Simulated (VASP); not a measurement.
Energy against volume of PtAl2 (fluorite). Method: LDA (Ceperley-Alder, Perdew-Zunger), VASP's LDA PAW potentials (set 64) (plane waves; VASP). Run with 520 eV cut-off, 9×9×9 Γ-centred mesh, first-order Methfessel-Paxton smearing of 0.10 eV, potentials Al Pt.

| V (Å³/atom) | E (eV/atom) |
|---|---|
| 15.742 | -6.17155 |
| 16.244 | -6.19530 |
| 16.747 | -6.20277 |
| 17.249 | -6.19639 |

### Question
Fit these four points and predict the energy of the run at 17.752 Å³/atom.

### Answer
A cubic in V^(−2/3), the third-order Birch-Murnaghan form, passes through the four points with V0 = 16.75 Å³/atom and B0 = 147 GPa, and gives -6.1782 eV/atom there. The run gave -6.1782 eV/atom, +0.0 meV/atom from the fit; all five points give B0 = 147 GPa.

The compound is PtAl2 in the fluorite structure. It was relaxed first.
